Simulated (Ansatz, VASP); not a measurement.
## Cross-check of HfC between VASP and Ansatz

One calculation is typed for both programs; each brings its own data sets. How far apart do they land? The cell is taken from a series of runs on this material, whose earlier steps may have relaxed, scaled, displaced or heated it; both programs get it as it stands.

Program: Ansatz 0.2.0. Level of theory: plane waves, with VASP 6.6.1 beside it; zone-centre phonons at LDA. Results are calculated unless marked as measured.

### Step 1. The structure

The structure is cubic, space group Fm-3m (No. 225). Conventional cell: a = 4.542 Å, b = 4.542 Å, c = 4.542 Å, α = 90.00°, β = 90.00°, γ = 90.00°. C has 6 Hf at 2.27 Å nearest. Hf has 6 C at 2.27 Å nearest. Farther neighbours are not listed.

Structure file:

```cif
data_structure
_symmetry_space_group_name_H-M 'Fm-3m'
_symmetry_Int_Tables_number 225
_cell_length_a 4.5421
_cell_length_b 4.5421
_cell_length_c 4.5421
_cell_angle_alpha 90.000
_cell_angle_beta 90.000
_cell_angle_gamma 90.000
_cell_volume 93.70
loop_
_atom_site_label
_atom_site_type_symbol
_atom_site_symmetry_multiplicity
_atom_site_Wyckoff_symbol
_atom_site_fract_x
_atom_site_fract_y
_atom_site_fract_z
_atom_site_occupancy
C1 C 4 a 0.00000 0.00000 0.00000 1
Hf1 Hf 4 b 0.50000 0.00000 0.00000 1
```

### Step 2. Ansatz: zone-centre phonons, LDA, pair 1

Ansatz runs on its PAW soft_1 files.

Second derivatives magnify differences that forces hide, and they need a tight electronic threshold.

input.yaml reads:

```yaml
crystal:
  lattice:
    - [0.0, 2.2710273456, 2.2710273456]
    - [2.2710273456, 0.0, 2.2710273456]
    - [2.2710273456, 2.2710273456, 0.0]
  atoms:
    - { symbol: C, position: [0.0, 0.0, 0.0] }
    - { symbol: Hf, position: [0.5, 0.5, 0.5] }
kpoints:
  mp_grid: { grid: [16, 16, 16] }
hamiltonian:
  xc: lda
  pseudopotentials: { kind: paw, azcp: { folder: soft_1 }, xc_functional: pbe }
scf:
  occupations: { method: methfessel_paxton, width: 0.2 }
output:
  eigenvalues: true
phonons:
  method: dfpt
```

The run is started by

```sh
ansatz run input.yaml --threads 4 --pin off --max-ram 10240MiB --backend cpu --events-out ev --progress --plain --runs-dir out
```

Numbers of over 12 decimals in the logs are rounded to 6 here.

The program printed:

```text
Engine: ansatz 0.2.0, x86_64-unknown-linux-gnu
Pseudopotentials: kind: paw
Pseudopotential: C, paw, valence charge 4, recommended cutoff 420 eV (normal), soft_1/C.paw.azcp
Pseudopotential: Hf, paw, valence charge 26, recommended cutoff 420 eV (normal), soft_1/Hf.paw.azcp
Functional definition: SPW92
  exchange = slater_x
  correlation = pw_c
Crystal: 2 atoms, lattice volume = 23.426 Å³
Basis set: ecut = 420 eV, 459 PW (Γ), exchange–correlation on 48×48×48 points (8 copies of the dense FFT grid, shifted against one another)
Bands: 19, of which v1, the nominal top of the filled ones, is band 15 counted from 1 (14 counted from 0)
Symmetry: 48 space group operations
k-points: 349 of 4096 (irreducible under 8 space group operations, time reversal used)
Non-local potential: C, projectors of the file, l = 0: 2, l = 1: 2, l = 2: 1
Non-local potential: Hf, projectors of the file, l = 0: 3, l = 1: 2, l = 2: 2, l = 3: 3
PAW form: soft (Blöchl's): semilocal exchange-correlation on the pseudo side does not see the compensation charge
PAW frozen core: C, regenerated for the run's functional, and the local potential with it (the file was generated under x = pbe(κ = 0.804, μ = 0.219515), c = pbe(β = 0.066725))
PAW frozen core: Hf, regenerated for the run's functional, and the local potential with it (the file was generated under x = pbe(κ = 0.804, μ = 0.219515), c = pbe(β = 0.066725))
PAW one-centre angular grid: C, 110 points (default); XC on 64 Gauss nodes
PAW one-centre angular grid: Hf, 590 points (default); XC on 64 Gauss nodes
Initial density: superposition of atomic densities (chi_scale 0.1, normalization cell, long waves kept (reshape's long-wave potential 0.00 eV rms))
Initial wavefunctions: pseudopotential atomic-orbital guess
Functional: x = slater, c = lda
SCF iter   1: F=—  HF=-15723.160023 eV  |F-HF|=—  |Δ(HF+E_count)|=         —  Δρ=9.38e-2  dr2=2.73e0  ethr=3.10e-3  ⟨swp⟩=4.9  Hψ=29027  notcnv=0
preconditioner: auto → Kerker (q_TF=auto, 2.843 Å⁻¹)  [metal: Δε(μ)=0.040 eV  Ē_g=17.795 eV  σ=0.200 eV  W_gap=0.17  n_scr=14 (ndim 8)  ℏωp=40.6 eV  f_vac=0.000  D(μ)=0.21/eV (n_scr^D=0)]
SCF iter   2: F=—  HF=-15722.572222 eV  |F-HF|=—  |Δ(HF+E_count)|=   5.88e-1  S|Δr|=    0.00e0  Δρ=3.34e-2  dr2=2.65e-1  ethr=3.10e-3  ⟨swp⟩=2.1  Hψ=11423  notcnv=0
SCF iter   3: F=—  HF=-15722.509983 eV  |F-HF|=—  |Δ(HF+E_count)|=   6.22e-2  S|Δr|=    0.00e0  Δρ=1.36e-2  dr2=2.56e-2  ethr=8.82e-4  ⟨swp⟩=2.0  Hψ=12121  notcnv=0
SCF iter   4: F=—  HF=-15722.504659 eV  |F-HF|=—  |Δ(HF+E_count)|=   5.32e-3  S|Δr|=    0.00e0  Δρ=7.54e-3  dr2=6.36e-3  ethr=8.53e-5  ⟨swp⟩=2.1  Hψ=11834  notcnv=0
SCF iter   5: F=—  HF=-15722.504016 eV  |F-HF|=—  |Δ(HF+E_count)|=   6.43e-4  S|Δr|=    0.00e0  Δρ=1.45e-3  dr2=2.80e-4  ethr=2.12e-5  ⟨swp⟩=2.0  Hψ=10268  notcnv=0
SCF iter   6: F=—  HF=-15722.503905 eV  |F-HF|=—  |Δ(HF+E_count)|=   1.11e-4  S|Δr|=    0.00e0  Δρ=2.77e-4  dr2=1.90e-5  ethr=9.32e-7  ⟨swp⟩=2.4  Hψ=11831  notcnv=0
SCF iter   7: F=—  HF=-15722.503905 eV  |F-HF|=—  |Δ(HF+E_count)|=   2.56e-7  S|Δr|=    0.00e0  Δρ=8.17e-5  dr2=1.14e-6  ethr=6.33e-8  ⟨swp⟩=2.3  Hψ=12184  notcnv=0
SCF iter   8: F=—  HF=-15722.503906 eV  |F-HF|=—  |Δ(HF+E_count)|=   1.20e-6  S|Δr|=    0.00e0  Δρ=1.37e-5  dr2=2.65e-8  ethr=3.81e-9  ⟨swp⟩=3.1  Hψ=12589  notcnv=0
SCF iter   9: F=—  HF=-15722.503906 eV  |F-HF|=—  |Δ(HF+E_count)|=   1.17e-8  S|Δr|=    0.00e0  Δρ=2.58e-6  dr2=1.20e-9  ethr=8.83e-11  ⟨swp⟩=2.2  Hψ=9776  notcnv=0
SCF iter  10: F=—  HF=-15722.503906 eV  |F-HF|=—  |Δ(HF+E_count)|=  9.09e-12  S|Δr|=    0.00e0  Δρ=2.18e-7  dr2=1.08e-11  ethr=4.01e-12  ⟨swp⟩=2.5  Hψ=11857  notcnv=0
SCF iter  11: F=-15722.503906 eV  HF=-15722.503906 eV  |F-HF|=0.00e0  |Δ(HF+E_count)|=    0.00e0  S|Δr|=    0.00e0  Δρ=3.66e-8  dr2=2.13e-13  ethr=1.00e-12  ⟨swp⟩=7.6  Hψ=38368  notcnv=0
SCF 1 converged in 11 iterations: F = -15722.503906 eV  dr2 = 2.13e-13
  Residual-converged pass: ⟨swp⟩=1.0  Hψ=8031  notcnv=0  max |occ|·‖R‖ = 7.1e-9 eV (tolerance 1.0e-8 eV)  dr2=2.13e-13  dr2_onsite=2.38e-13  max |Δocc| = 2.1e-11
  greatest PAW one-centre occupation: 0.998 electrons in one spin orbital (limit 2), on the Hf atom at site 1 (counted from 0), in its partial waves of l = 3
DFPT response loops at Γ: preconditioner auto → Kerker (q_TF=auto, 2.843 Å⁻¹) (partly filled bands, converged f_vac=0.000); β = 1.00, the filter's whole step (`scf.mixing.beta` (0.50) is not read by the response loops under this deck's `scf.mixing.preconditioner`; to damp them name `kerker` or `kerker_dos`, under which they read `scf.mixing.beta`, and type it under 1.00, their step now; both keys bind the ground state too); Broyden in place of MSR1
SCF converged after 11 iterations
Stability not checked: this state was not tested for a lower state beside it, because cold or Methfessel-Paxton smearing, or corrected tetrahedra, fill the levels in a way that the test cannot read (fill_not_monotonic; see scf.lower_state_search)
Free energy (F): -15722.503906 eV
Harris-Foulkes:  -15722.503906 eV  (|F-HF|=0.00e0)
Internal energy: -15722.503147 eV  (E = F + TS)
E sigma→0 (E₀):  -15722.503716 eV
Entropy (-TS):   -0.000759 eV (-0.380 meV/atom)
Fermi energy:    19.699254 eV
--- Per-component energies (eV) ---
  E_band       = 103.819756
  E_kinetic    = 498.971152
  E_local      = -6046.146106  (includes V_loc(G=0)·N_el)
  E_nonlocal   = 99.689358
  E_hartree    = 2973.602889
  E_xc         = -313.533188
  E_vxc        = -315.963793  (∫ρ·V_xc dr)
  E_paw        = -7549.077238  (= ΣΔE_a)
  E_vpaw       = -79.936720  (= ΣTr[D̂ρ^β])
  E_aug_tail   = 0.000115  (compensation charges beyond the density's cutoff)
  E_ewald      = -5388.530049
  E_core_change = 2.519920  (= ΣΔE_core)
  E_smearing   = -0.000759  (= −TS)
  E_closure    = 0.000000  (closes the sum)
  Σ components = -15722.503906   (vs F -15722.503906, Δ=0.00e0)
--- Band table (eV; the first three rows and the last of 349) ---
  k-point 0: bands = [... 11 lower, 8.9757, 20.8244, 20.8244, 20.8244, 20.9805, 20.9805, 20.9805, 23.1987]
  k-point 1: bands = [... 11 lower, 8.9759, 19.9583, 20.2203, 20.2203, 21.2472, 21.2472, 21.6117, 23.7543]
  k-point 2: bands = [... 11 lower, 8.9762, 18.8713, 19.3474, 19.3474, 21.6021, 21.6021, 22.0896, 24.9161]
  k-point 348: bands = [... 11 lower, 10.1126, 16.5385, 16.9420, 16.9420, 23.5122, 23.5122, 26.8645, 27.3227]
--- Phonons (Γ-DFPT): 2 representative perturbations + reference, on 349 of 4096 k-points (Σ response iterations 7) ---
  k mesh reduced under 8 symmetry operations, with k and −k counted as one. Each operation leaves every solved perturbation unchanged. A smaller set is not used because it would not reduce the number of displacements times k-points to solve
  ASR residual: 1.020e-5 → 0.000e0 eV/Å²; symmetrization residual: 9.684e-7 eV/Å²
  ASR residual per site (eV/Å²): 9.87e-6 1.02e-5
  Γ frequencies (cm⁻¹): 0.00 0.00 0.00 481.99 481.99 481.99
  non-analytic LO–TO correction: not included (Born effective charges unavailable; polar crystals: no LO–TO splitting at Γ)
```

In the SCF lines HF is the Harris–Foulkes energy and dr2 the Hartree energy of the density residual, in eV; the loop may stop once dr2 is under the threshold and the program's other checks hold. Hψ counts applications of the Hamiltonian.

### Step 3. VASP: zone-centre phonons, LDA, pair 1

The same cell, functional (in two slightly different forms), mesh and smearing now go to VASP, with its own data sets.

Lines of VASP's logs that name or quote its potential files are left out, and so is its time.

INCAR reads:

```
SYSTEM = HfC
PREC = Accurate
ENCUT = 600
EDIFF = 1E-08
NELM = 120
ISMEAR = 1
SIGMA = 0.2
LREAL = .FALSE.
ALGO = Normal
GGA = CA
NBANDS = 13
LASPH = .TRUE.
LORBIT = 11
LWAVE = .FALSE.
LCHARG = .FALSE.
ISIF = 2
IBRION = 8
GGA_COMPAT = .FALSE.
KPAR = 2
```

POSCAR reads:

```
HfC
1.0
    0.0000000000      2.2710273456      2.2710273456
    2.2710273456      0.0000000000      2.2710273456
    2.2710273456      2.2710273456      0.0000000000
C Hf
1 1
Direct
    0.0000000000      0.0000000000      0.0000000000
    0.5000000000      0.5000000000      0.5000000000
```

KPOINTS reads:

```
Automatic mesh
0
Gamma
16 16 16
0 0 0
```

PAW data sets: C and Hf_pv (LDA family, release 64).

The run is started by

```sh
mpirun -np 2 vasp_std
```

The program printed:

```text
[banner, memory and clock lines left out]
running    2 mpi-ranks, on    1 nodes
 distrk:  each k-point on    1 cores,    2 groups
 distr:  one band on    1 cores,    1 groups

 POSCAR found type information on POSCAR C Hf
 POSCAR found :  2 types and       2 ions
 LDA part: xc-table for (Slater(with rela. corr.)+CA(PZ))
 , standard interpolation
 POSCAR, INCAR and KPOINTS ok, starting setup
 FFT: planning ... GRIDC
 FFT: planning ... GRID_SOFT
 FFT: planning ... GRID
 WAVECAR not read
 entering main loop
       N       E                     dE             d eps       ncg     rms          rms(c)
DAV:   1     0.231858166322E+02    0.23186E+02   -0.85377E+03  3794   0.118E+03
DAV:   2    -0.243498319294E+02   -0.47536E+02   -0.44531E+02  4813   0.218E+02
DAV:   3    -0.259954972482E+02   -0.16457E+01   -0.16379E+01  4656   0.292E+01
DAV:   4    -0.260044554198E+02   -0.89582E-02   -0.89024E-02  4268   0.253E+00
DAV:   5    -0.260045169810E+02   -0.61561E-04   -0.61560E-04  4740   0.192E-01    0.657E+01
DAV:   6    -0.229692869071E+02    0.30352E+01   -0.13584E+01  4300   0.197E+01    0.462E+01
DAV:   7    -0.229048218887E+02    0.64465E-01   -0.57621E-01  4405   0.542E+00    0.253E+01
DAV:   8    -0.228900834976E+02    0.14738E-01   -0.51257E-02  4555   0.176E+00    0.508E+00
DAV:   9    -0.228855572586E+02    0.45262E-02   -0.22157E-02  4460   0.789E-01    0.180E+00
DAV:  10    -0.228851248346E+02    0.43242E-03   -0.16097E-03  4572   0.296E-01    0.515E-02
DAV:  11    -0.228851243360E+02    0.49858E-06   -0.69522E-05  4385   0.749E-02    0.585E-02
DAV:  12    -0.228851240831E+02    0.25291E-06   -0.16281E-06  4834   0.108E-02    0.265E-02
DAV:  13    -0.228851238611E+02    0.22201E-06   -0.56399E-07  4460   0.425E-03    0.952E-04
DAV:  14    -0.228851238641E+02   -0.30207E-08   -0.16837E-08  3978   0.110E-03
   1 F= -.22885124E+02 E0= -.22884863E+02  d E =-.781527E-03
 Linear response reoptimize wavefunctions to high precision
DAV:   1    -0.228851238646E+02   -0.47135E-09   -0.82898E-10  3280   0.253E-04
DAV:   2    -0.228851238646E+02    0.11369E-11   -0.11247E-10  2420   0.929E-05
 Linear response DOF=           2
 Linear response progress:
  Degree of freedom:   1/  2
       N       E                     dE             d eps       ncg     rms          rms(c)
RMM:   1    -0.124562400688E+00   -0.12456E+00    0.15730E-02 19804   0.196E+00
RMM:   2    -0.119213868654E+00    0.53485E-02   -0.36782E-03 14527   0.371E-01    0.469E-01
RMM:   3    -0.119525939389E+00   -0.31207E-03   -0.75602E-04 13187   0.158E-01    0.243E-01
RMM:   4    -0.120508117569E+00   -0.98218E-03   -0.45782E-04 13374   0.119E-01    0.391E-02
RMM:   5    -0.120505386074E+00    0.27315E-05   -0.11705E-05 14939   0.252E-02    0.114E-02
RMM:   6    -0.120505227319E+00    0.15875E-06   -0.36609E-07 15996   0.406E-03    0.433E-03
RMM:   7    -0.120493211076E+00    0.12016E-04   -0.96040E-08 15511   0.212E-03    0.277E-03
RMM:   8    -0.120496252640E+00   -0.30416E-05   -0.13289E-08 16602   0.644E-04    0.236E-04
RMM:   9    -0.120495743375E+00    0.50927E-06   -0.14248E-08 17242   0.113E-04    0.214E-04
RMM:  10    -0.120495748513E+00   -0.51379E-08   -0.83242E-10 17474   0.251E-05    0.981E-05
 first order change of Fermi-energy   0.46100E-03
 force on displaced ion       1 direction 1 :  -9.561   0.000   0.000
 Linear response progress:
  Degree of freedom:   2/  2
       N       E                     dE             d eps       ncg     rms          rms(c)
RMM:   1    -0.211791557661E+00   -0.21179E+00    0.37720E+00 10200   0.118E+01
RMM:   2    -0.207101524160E+00    0.46900E-02   -0.29841E-02 14026   0.125E+00    0.559E-01
RMM:   3    -0.206444923941E+00    0.65660E-03   -0.91875E-04 17187   0.145E-01    0.232E-01
RMM:   4    -0.205981652176E+00    0.46327E-03   -0.76414E-05 18490   0.498E-02    0.140E-01
RMM:   5    -0.205585710652E+00    0.39594E-03   -0.29285E-05 18875   0.348E-02    0.139E-02
RMM:   6    -0.205583576385E+00    0.21343E-05   -0.61904E-07 18682   0.104E-02    0.656E-03
RMM:   7    -0.205592509172E+00   -0.89328E-05   -0.20612E-06 20182   0.242E-03    0.660E-03
RMM:   8    -0.205593592231E+00   -0.10831E-05   -0.42920E-06 20448   0.579E-04    0.166E-03
RMM:   9    -0.205594167150E+00   -0.57492E-06   -0.27797E-06 20320   0.278E-04    0.240E-04
RMM:  10    -0.205594489364E+00   -0.32221E-06   -0.15836E-06 20045   0.101E-04    0.940E-05
RMM:  11    -0.205594537254E+00   -0.47890E-07   -0.71616E-07 21516   0.404E-05    0.787E-05
RMM:  12    -0.205594567740E+00   -0.30486E-07   -0.35183E-07 20104   0.214E-05    0.315E-06
RMM:  13    -0.205594567296E+00    0.44371E-09   -0.17371E-07 18475   0.135E-05    0.113E-05
RMM:  14    -0.205594570045E+00   -0.27489E-08   -0.89077E-08 14950   0.969E-06    0.988E-06
 first order change of Fermi-energy   0.22974E-04
 force on displaced ion       2 direction 1 :  -9.556   0.000   0.000
 Linear response finished
```

Parts of OUTCAR (step 3):

```text
ion  position               nearest neighbor table
   1  0.000  0.000  0.000-   2 2.27   2 2.27   2 2.27   2 2.27   2 2.27   2 2.27
   2  0.500  0.500  0.500-   1 2.27   1 2.27   1 2.27   1 2.27   1 2.27   1 2.27

  LATTYP: Found a face centered cubic cell.
 ALAT       =     4.5420546912

 Subroutine GETGRP returns: Found 48 space group operations
 (whereof 48 operations were pure point group operations)

The static configuration has the point symmetry O_h .

 Found    145 irreducible k-points:

   k-points           NKPTS =    145   k-points in BZ     NKDIM =    145   number of bands    NBANDS=     13

   dimension x,y,z NGX =    28 NGY =   28 NGZ =   28
   dimension x,y,z NGXF=    56 NGYF=   56 NGZF=   56

   ENCUT  =  600.0 eV  44.10 Ry    6.64 a.u.   6.41  6.41  6.41*2*pi/ulx,y,z

   NELECT =      14.0000    total number of electrons

 k-points in reciprocal lattice and weights: Automatic mesh
   0.00000000  0.00000000  0.00000000       0.000
   0.06250000  0.00000000  0.00000000       0.002
   0.12500000  0.00000000  0.00000000       0.002
   0.18750000  0.00000000  0.00000000       0.002
   0.25000000  0.00000000  0.00000000       0.002
   0.31250000  0.00000000  0.00000000       0.002
   0.37500000  0.00000000  0.00000000       0.002
   0.43750000  0.00000000  0.00000000       0.002
   0.50000000  0.00000000  0.00000000       0.001
[...]
-0.31250000  0.50000000  0.18750000       0.003
  -0.25000000  0.50000000  0.25000000       0.001

 average (electrostatic) potential at core
       1 -51.2876       2 -34.8241

  Total        0.9066293      0.9066293      0.9066293      0.0000000     -0.0000000      0.0000000
  in kB       62.0073625     62.0073625     62.0073625      0.0000000     -0.0000000      0.0000000
  external PRESSURE =      62.0073625 kB  Pullay stress =       0.0000000 kB

  energy-cutoff  :      600.00
  volume of cell :       23.43
      direct lattice vectors                 reciprocal lattice vectors
     0.000000000  2.271027346  2.271027346    -0.220164676  0.220164676  0.220164676
     2.271027346  0.000000000  2.271027346     0.220164676 -0.220164676  0.220164676
     2.271027346  2.271027346  0.000000000     0.220164676  0.220164676 -0.220164676

 POSITION                                       TOTAL-FORCE (eV/Angst)
 -----------------------------------------------------------------------------------
      0.00000      0.00000      0.00000        -0.000000      0.000000     -0.000000
      2.27103      2.27103      2.27103         0.000000     -0.000000      0.000000
 -----------------------------------------------------------------------------------
    total drift:                                0.000000      0.000000      0.000000

 Eigenvectors and eigenvalues of the dynamical matrix
 ----------------------------------------------------

   1 f  =   14.409307 THz    90.536347 2PiTHz  480.642753 cm-1    59.592080 meV
             X         Y         Z           dx          dy          dz
      0.000000  0.000000  0.000000     0.000000    0.967977    0.000000
      2.271027  2.271027  2.271027     0.000000   -0.251041    0.000000

   2 f  =   14.409307 THz    90.536347 2PiTHz  480.642753 cm-1    59.592080 meV
             X         Y         Z           dx          dy          dz
      0.000000  0.000000  0.000000     0.967977    0.000000    0.000000
      2.271027  2.271027  2.271027    -0.251041    0.000000    0.000000

   3 f  =   14.409307 THz    90.536347 2PiTHz  480.642753 cm-1    59.592080 meV
             X         Y         Z           dx          dy          dz
      0.000000  0.000000  0.000000     0.000000    0.000000    0.967977
      2.271027  2.271027  2.271027     0.000000    0.000000   -0.251041

   4 f/i=    0.000834 THz     0.005238 2PiTHz    0.027808 cm-1     0.003448 meV
             X         Y         Z           dx          dy          dz
      0.000000  0.000000  0.000000     0.000000   -0.251041    0.000000
      2.271027  2.271027  2.271027     0.000000   -0.967977    0.000000

   5 f/i=    0.000834 THz     0.005238 2PiTHz    0.027808 cm-1     0.003448 meV
             X         Y         Z           dx          dy          dz
      0.000000  0.000000  0.000000    -0.251041    0.000000    0.000000
      2.271027  2.271027  2.271027    -0.967977    0.000000    0.000000

   6 f/i=    0.000834 THz     0.005238 2PiTHz    0.027808 cm-1     0.003448 meV
             X         Y         Z           dx          dy          dz
      0.000000  0.000000  0.000000     0.000000    0.000000   -0.251041
      2.271027  2.271027  2.271027     0.000000    0.000000   -0.967977

 ELASTIC MODULI CONTR FROM IONIC RELAXATION (kBar)
 Direction    XX          YY          ZZ          XY          YZ          ZX
 --------------------------------------------------------------------------------
 XX           0.0000      0.0000      0.0000      0.0000      0.0000      0.0000
 YY           0.0000      0.0000      0.0000      0.0000      0.0000      0.0000
 ZZ           0.0000      0.0000      0.0000      0.0000      0.0000      0.0000
 XY           0.0000      0.0000      0.0000      0.0000      0.0000      0.0000
 YZ           0.0000      0.0000      0.0000      0.0000      0.0000      0.0000
 ZX           0.0000      0.0000      0.0000      0.0000      0.0000      0.0000
 --------------------------------------------------------------------------------
```

### Step 4. Differences

Known differences besides the potentials themselves: the two LDA forms differ slightly; the data sets hold 30 valence electrons in Ansatz (on its PAW soft_1 files) and 14 in VASP; the cutoff is 420 eV in Ansatz and 600 eV in VASP; VASP's log shows a relativistic correction to its local exchange, Ansatz's none. Total energies have different zeros and are not compared.

Both answers:

```
                  quantity  Ansatz   VASP  difference
optical mode 1 to 3 (cm⁻¹)   482.0  480.6     +0.28 %
```

Modes are paired by rising frequency, not by their patterns, so a pair may set unlike modes beside each other; they are those without the splitting of longitudinal modes.

[end of part 1 of 2]

[Lines on the potential files, build, host, timing and source positions are cut from VASP's logs without a mark.]

[Logs are printed without paths, hosts, clocks, repeated set-up lines and the standing remarks that a program may print on its own settings, such as how far it seeks lower states.]

[Hosts, paths, dates, database ids (printed as entryN), source tags and the programs' standing remarks are cut or masked in the printed files.]
